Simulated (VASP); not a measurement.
Output of a VASP run:

File OSZICAR:
```
       N       E                     dE             d eps       ncg     rms          rms(c)
DAV:   1     0.219169945263E+03    0.21917E+03   -0.14972E+04   696   0.154E+03
DAV:   2    -0.258037430675E+00   -0.21943E+03   -0.21001E+03   744   0.402E+02
DAV:   3    -0.126417080890E+02   -0.12384E+02   -0.12328E+02   742   0.104E+02
DAV:   4    -0.127259194242E+02   -0.84211E-01   -0.84169E-01   746   0.897E+00
DAV:   5    -0.127262553887E+02   -0.33596E-03   -0.33594E-03   720   0.527E-01    0.984E+00
DAV:   6    -0.108943837029E+02    0.18319E+01   -0.48626E+00   944   0.481E+01    0.699E+00
DAV:   7    -0.109493151187E+02   -0.54931E-01   -0.10577E+00   688   0.110E+01    0.408E+00
DAV:   8    -0.109416537766E+02    0.76613E-02   -0.18299E-01   702   0.461E+00    0.919E-01
DAV:   9    -0.109283825597E+02    0.13271E-01   -0.38593E-02   806   0.285E+00    0.222E-01
DAV:  10    -0.109288902496E+02   -0.50769E-03   -0.39134E-03   688   0.652E-01    0.122E-01
DAV:  11    -0.109291142964E+02   -0.22405E-03   -0.15026E-04   686   0.188E-01    0.461E-02
DAV:  12    -0.109291813350E+02   -0.67039E-04   -0.65652E-05   698   0.940E-02    0.246E-02
DAV:  13    -0.109291769259E+02    0.44091E-05   -0.16271E-05   774   0.504E-02    0.562E-03
DAV:  14    -0.109291779680E+02   -0.10421E-05   -0.36196E-06   692   0.191E-02    0.306E-03
DAV:  15    -0.109291781220E+02   -0.15399E-06   -0.38102E-07   482   0.469E-03
   1 F= -.10929178E+02 E0= -.10929178E+02  d E =-.699867E-15  mag=    -0.0000     0.0000     0.0000
```

OUTCAR:
```
------------------------ aborting loop because EDIFF is reached ----------------------------------------
  FORCE on cell =-STRESS in cart. coord.  units (eV):
  Direction    XX          YY          ZZ          XY          YZ          ZX
  --------------------------------------------------------------------------------------
  Total       -0.0792638     -0.0792638     -0.0792638     -0.0000000      0.0000000     -0.0000000
  in kB       -3.0568803     -3.0568803     -3.0568803     -0.0000000      0.0000000     -0.0000000
  external PRESSURE =      -3.0568803 kB  Pullay stress =       0.0000000 kB
  volume of cell :       41.54
      direct lattice vectors                 reciprocal lattice vectors
     0.000000000  2.748900000  2.748900000    -0.181890938  0.181890938  0.181890938
     2.748900000  0.000000000  2.748900000     0.181890938 -0.181890938  0.181890938
     2.748900000  2.748900000  0.000000000     0.181890938  0.181890938 -0.181890938
 POSITION                                       TOTAL-FORCE (eV/Angst)
 -----------------------------------------------------------------------------------
      0.00000      0.00000      0.00000         0.000000      0.000000      0.000000
      1.37445      1.37445      1.37445         0.000000     -0.000000     -0.000000
      4.12335      4.12335      4.12335        -0.000000      0.000000      0.000000
 -----------------------------------------------------------------------------------
    total drift:                                0.000000      0.000000      0.000000
  FREE ENERGIE OF THE ION-ELECTRON SYSTEM (eV)
  ---------------------------------------------------
  free  energy   TOTEN  =       -10.9291781220 eV

  energy  without entropy=      -10.9291781220  energy(sigma->0) =      -10.92917812

 Ion:    1  E_soc:     -0.0450667

 Ion:    2  E_soc:     -0.0005444

 Ion:    3  E_soc:     -0.0005444
```
(Selected blocks of OUTCAR.)

**POSCAR**
```
CdF2
1
    0.0000000000     2.7489000000     2.7489000000
    2.7489000000     0.0000000000     2.7489000000
    2.7489000000     2.7489000000     0.0000000000
Cd F
1 2
Direct
  0.0000000000   0.0000000000   0.0000000000
  0.2500000000   0.2500000000   0.2500000000
  0.7500000000   0.7500000000   0.7500000000
```

Question: Write an INCAR and KPOINTS that could have produced this output.

Answer: Several could match; the one computed here: the input of the run itself, PBE GGA with spin-orbit coupling, plane waves, VASP's PBE PAW potentials (set 64).

INCAR:
```
! general
SYSTEM     = CdF2
PREC       = Accurate
ENCUT      = 520
LREAL      = F
LASPH      = T

! electronic loop
EDIFF      = 1E-6
NELM       = 100
ALGO       = Normal
LMAXMIX    = 4

! smearing
ISMEAR     = 0
SIGMA      = 0.05

! functional
GGA        = PE
GGA_COMPAT = F

! spin
MAGMOM     = 0 0 0 0 0 0 0 0 0
LSORBIT    = T

! ions
ISIF       = 2

! output
LWAVE      = F
LCHARG     = F
```

File KPOINTS:
```
Automatic mesh
0
G
5 5 5
```

POTCAR, in this order: Cd F (PBE.64 set). Program: vasp_ncl.

The compound is CdF2 in the fluorite structure. The cell was not relaxed at this level.
